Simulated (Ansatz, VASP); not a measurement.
# Cross-check of SnSe between VASP and Ansatz, part 2 of 2

One calculation is typed for both programs; each brings its own data sets. How far apart do they land? The cell is taken from a series of runs on this material, whose earlier steps may have relaxed, scaled, displaced or heated it; both programs get it as it stands.

VASP 6.6.1 and Ansatz 0.2.0.

So far. Step 2 (VASP: single point, PBE, pair 1): The run ends at a pressure of 2.31 GPa, with forces up to 0.017 eV/Å.

### Step 5. VASP: single point, PBE, pair 2

Level of this step: PBE; plane waves and PAW (Sn_d, Se) (VASP).

A single point gives forces, pressure and levels at one fixed geometry, so differences don't come from the geometry; what else differs is listed under the comparison. The cell compared in this pair holds 212.36 Å³, against 210.70 Å³ for the pair before.

File INCAR:

```
SYSTEM = SnSe
PREC = Accurate
ENCUT = 500
EDIFF = 1E-06
NELM = 120
ISMEAR = -1
SIGMA = 0.02
LREAL = .FALSE.
ALGO = Normal
GGA = PE
NBANDS = 49
LORBIT = 11
LWAVE = .FALSE.
LCHARG = .FALSE.
ISIF = 2
LASPH = .TRUE.
GGA_COMPAT = .FALSE.
EFERMI = MIDGAP
KPAR = 2
```

File POSCAR:

```
SnSe
1.0
   11.5010000000      0.0000000000      0.0000000000
    0.0000000000      4.1530000000      0.0000000000
    0.0000000000      0.0000000000      4.4460000000
Sn Se
4 4
Direct
    0.6180623224      0.7500000000      0.3973982494
    0.8819376776      0.2500000000      0.8973982494
    0.3819376776      0.2500000000      0.6026017506
    0.1180623224      0.7500000000      0.1026017506
    0.1433580133      0.2500000000      0.5232104896
    0.6433580133      0.2500000000      0.9767895104
    0.3566419867      0.7500000000      0.0232104896
    0.8566419867      0.7500000000      0.4767895104
```

File KPOINTS:

```
Automatic mesh
0
Gamma
2 6 6
0 0 0
```

The projector-augmented-wave data sets are Sn_d and Se (PBE family, release 64).

On the command line:

```
mpirun -np 2 vasp_std
```

Numbers of over 12 decimals in the logs are rounded to 6 here.

The program printed:

```text
[... set-up lines as in an earlier step ...]
 entering main loop
       N       E                     dE             d eps       ncg     rms          rms(c)
DAV:   1     0.869874154128E+03    0.86987E+03   -0.36028E+04  3322   0.205E+03
DAV:   2     0.116673086774E+03   -0.75320E+03   -0.73155E+03  3152   0.595E+02
DAV:   3    -0.231644834684E+02   -0.13984E+03   -0.13333E+03  3721   0.203E+02
DAV:   4    -0.331727015484E+02   -0.10008E+02   -0.98294E+01  3699   0.541E+01
[...]
DAV:  11    -0.327745716795E+02   -0.64563E-04   -0.27350E-04  4110   0.937E-02    0.209E-02
DAV:  12    -0.327745570924E+02    0.14587E-04   -0.40377E-05  3933   0.345E-02    0.777E-03
DAV:  13    -0.327745575197E+02   -0.42726E-06   -0.65877E-06  3011   0.948E-03
   1 F= -.32774558E+02 E0= -.32774557E+02  d E =-.353572E-06
```

From OUTCAR (step 5):

```text
  Total        3.0929808      2.8695127      2.4497930      0.0000000     -0.0000000      0.0000000
  in kB       23.3356993     21.6496930     18.4830223      0.0000000     -0.0000000      0.0000000
  external PRESSURE =      21.1561382 kB  Pullay stress =       0.0000000 kB

 POSITION                                       TOTAL-FORCE (eV/Angst)
 -----------------------------------------------------------------------------------
      7.10833      3.11475      1.76683        -0.023494      0.000000      0.013332
     10.14317      1.03825      3.98983         0.023494     -0.000000      0.013332
      4.39267      1.03825      2.67917         0.023494      0.000000     -0.013332
      1.35783      3.11475      0.45617        -0.023494     -0.000000     -0.013332
      1.64876      1.03825      2.32619        -0.017711     -0.000000      0.003097
      7.39926      1.03825      4.34281        -0.017711      0.000000     -0.003097
      4.10174      3.11475      0.10319         0.017711      0.000000      0.003097
      9.85224      3.11475      2.11981         0.017711      0.000000     -0.003097
 -----------------------------------------------------------------------------------
    total drift:                               -0.000000     -0.000000      0.000000

  FREE ENERGIE OF THE ION-ELECTRON SYSTEM (eV)
  ---------------------------------------------------
  free  energy   TOTEN  =       -32.7745575197 eV

  energy  without entropy=      -32.7745571661  energy(sigma->0) =      -32.77455734

[... 1 part as in an earlier step ...]

[... 2 further parts left out ...]
[key lines of the parts left out:]
E-fermi :   5.7797
```

The run ends at a pressure of 2.12 GPa, with forces up to 0.027 eV/Å.

### Step 6. Ansatz: single point, PBE, pair 2

The same cell, functional, mesh and smearing now go to Ansatz, which takes its cutoff from its data sets.

The cell is taken from a series of runs on this material, whose earlier steps may have relaxed, scaled, displaced or heated it; both programs get it as it stands.

File input.yaml:

```yaml
crystal:
  lattice:
    - [11.501, 0.0, 0.0]
    - [0.0, 4.153, 0.0]
    - [0.0, 0.0, 4.446]
  atoms:
    - { symbol: Sn, position: [0.6180623224, 0.75, 0.3973982494] }
    - { symbol: Sn, position: [0.8819376776, 0.25, 0.8973982494] }
    - { symbol: Sn, position: [0.3819376776, 0.25, 0.6026017506] }
    - { symbol: Sn, position: [0.1180623224, 0.75, 0.1026017506] }
    - { symbol: Se, position: [0.1433580133, 0.25, 0.5232104896] }
    - { symbol: Se, position: [0.6433580133, 0.25, 0.9767895104] }
    - { symbol: Se, position: [0.3566419867, 0.75, 0.0232104896] }
    - { symbol: Se, position: [0.8566419867, 0.75, 0.4767895104] }
kpoints:
  mp_grid: { grid: [2, 6, 6] }
  band_path:
    path:
      - [[0.0, 0.0, 0.0], [0.5, 0.0, 0.0], [0.5, 0.5, 0.0], [0.0, 0.5, 0.0], [0.0, 0.0, 0.0], [0.0, 0.0, 0.5], [0.5, 0.0, 0.5], [0.5, 0.5, 0.5], [0.0, 0.5, 0.5], [0.0, 0.0, 0.5]]
      - [[0.5, 0.0, 0.0], [0.5, 0.0, 0.5]]
      - [[0.0, 0.5, 0.0], [0.0, 0.5, 0.5]]
      - [[0.5, 0.5, 0.0], [0.5, 0.5, 0.5]]
    npoints: 10
hamiltonian:
  xc: pbe
scf:
  occupations: { method: fermi_dirac, width: 0.02 }
  n_extra_bands: 6
output:
  eigenvalues: true
  forces: true
  stress: true
  write_density: true
  write_potential: true
  elf: true
  volumetric_format: npy
```

On the command line:

```
ansatz run input.yaml --threads 3 --pin off --max-ram 92160MiB --backend cuda --events-out ev --progress --plain --runs-dir out --devices 1 --max-vram 13GiB
```

The program printed:

```text
[...]
GPUs: using 1 of 1 available (devices: 1).
[...]
GPU FFT provider: cuFFT
GPU libraries: cuBLAS 13.8.2, cuFFT 12.4.0, cuSOLVER 12.3.4
Crystal: 8 atoms, lattice volume = 212.357 Å³
Basis set: ecut = 420 eV, 4145 PW (Γ), exchange–correlation on 160×60×60 points (8 copies of the dense FFT grid, shifted against one another)
[...]
k-point 0: bands = [... 56 lower, 7.5438, 7.8798, 8.3559, 8.5687, 9.7456, 11.9949, 12.1848, 12.1982, ... 2 higher]
  k-point 1: bands = [... 56 lower, 7.6091, 8.0898, 8.3760, 8.5887, 9.8190, 11.1326, 11.8453, 12.0127, ... 2 higher]
  k-point 2: bands = [... 56 lower, 7.9001, 8.4335, 8.6080, 9.1337, 9.9965, 10.4231, 10.6601, 10.8342, ... 2 higher]
  k-point 31: bands = [... 56 lower, 7.5384, 7.5384, 7.5384, 7.5384, 11.5426, 11.5426, 11.5426, 11.5426, ... 2 higher]
[key lines of the parts left out:]
SCF converged after 7 iterations
Free energy (F): -45976.560736 eV
Fermi energy:    9.361047 eV
P = ⅓ Tr σ = 2.0913 GPa (20.913 kbar)
```

### Step 7. Comparison

What differs besides the data sets and the points named for the pairs above, as far as they apply: the data sets hold 120 valence electrons in Ansatz (on its default PAW (the set named soft_2) files) and 80 in VASP. Total energies have different zeros and are not compared.

The two programs side by side:

```tsv
quantity	Ansatz	VASP	difference
pressure (GPa)	2.09	2.12	-0.02
gap on the k mesh (eV)	0.455	0.450	+0.005
```

At this near-relaxed geometry the largest component of a force difference is 14 meV/Å. A gap on the mesh is an upper bound, since the band edges may lie between its points.

### Step 8. What came out

* difference in gap on the k mesh (single point, PBE, pair 1): 0.0047 eV
* r.m.s. force difference (single point, PBE, pair 1): 8.3 meV/Å
* difference in gap on the k mesh (single point, PBE, pair 2): 0.0046 eV
* r.m.s. force difference (single point, PBE, pair 2): 8.6 meV/Å

In words: The r.m.s. force difference is 8.6 meV/Å (single point, PBE, pair 2), within the 12 meV/Å picked in this series as the mark of a large difference. The data sets hold unlike numbers of valence electrons (120 in Ansatz and 80 in VASP), so part of the differences comes from the potentials. How closely two codes agree says nothing of how well the functional describes the real material.

[Lines on the potential files, build, host, timing and source positions are cut from VASP's logs without a mark.]

[Logs are printed without paths, hosts, clocks, repeated set-up lines and the standing remarks that a program may print on its own settings, such as how far it seeks lower states.]

[Hosts, paths, dates, database ids (printed as entryN), source tags and the programs' standing remarks are cut or masked in the printed files.]
